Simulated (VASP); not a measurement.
Input:

```xyz
2
Lattice="0.0000 3.0350 3.0350 3.0350 0.0000 3.0350 3.0350 3.0350 0.0000" Properties=species:S:1:pos:R:3 pbc="T T T"
Cu     1.5175     1.5175     1.5175
I      0.0000     3.0350     3.0350
```

Level of theory: PBE GGA, VASP's PBE PAW potentials (set 64) (plane waves; VASP). Run with 400 eV cut-off, 7×7×7 Γ-centred mesh, Gaussian smearing of 0.050 eV, potentials Cu I.

Unless said otherwise, spin-orbit coupling is left out, though it shifts the bands of the heavy elements here.

Question: Estimate the energy per atom (σ→0), band gap (on the k-mesh) with the smallest direct gap where there is one.

Answer: 
```json
{
 "band gap (on the k-mesh)": "1.13 eV",
 "smallest direct gap (on the k-mesh)": "1.13 eV",
 "energy per atom (σ→0)": "-2.781 eV/atom"
}
```

Total energies compare only between runs with the same potentials, cut-off and functional.

The structure comes from a measured CuI entry (F-43m) of the Crystallography Open Database, whose conditions weren't checked. It was relaxed first.
